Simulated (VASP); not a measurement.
```
CELL_PARAMETERS angstrom
      0.00000     2.70500     2.70500
      2.70500     0.00000     2.70500
      2.70500     2.70500     0.00000
ATOMIC_POSITIONS crystal
  Cu 0.00000 0.00000 0.00000
  Cl 0.25000 0.25000 0.25000
```

The base run (VASP): PBE GGA, plane waves, VASP's PBE PAW potentials (set 64). Settings: 400 eV cut-off, 8×8×8 Γ-centred mesh, Gaussian smearing of 0.050 eV, potentials Cu Cl.

One setting is varied; ΔE counts from the most expensive setting. The base run took about 10 core-seconds. Times come from single runs on busy shared machines, so they are rough: good to a factor of about 2.

The pressure holds a Pulay error that falls with the cut-off, as the column shows.

```
setting      cost over the base run  electronic steps  ΔE (meV/atom)  pressure (GPa)
-----------  ----------------------  ----------------  -------------  --------------
ENCUT = 175               about 1/2                15         3110.1         -245.00
ENCUT = 225               about 1/2                12          238.1          -36.15
base run                  reference                13            0.2            0.22
ENCUT = 450    within a factor of 2                13            0.5            0.28
ENCUT = 500    within a factor of 2                13            0.3            0.45
ENCUT = 550    within a factor of 2                13            0.0            0.55
ENCUT = 725           about 2 times                13            0.0            0.54
ENCUT = 775           about 2 times                13            0.0            0.57
```

Left out are runs that failed, have no time on record or changed the cell.

The compound is CuCl in the zinc blende structure. The cell was not relaxed at this level.
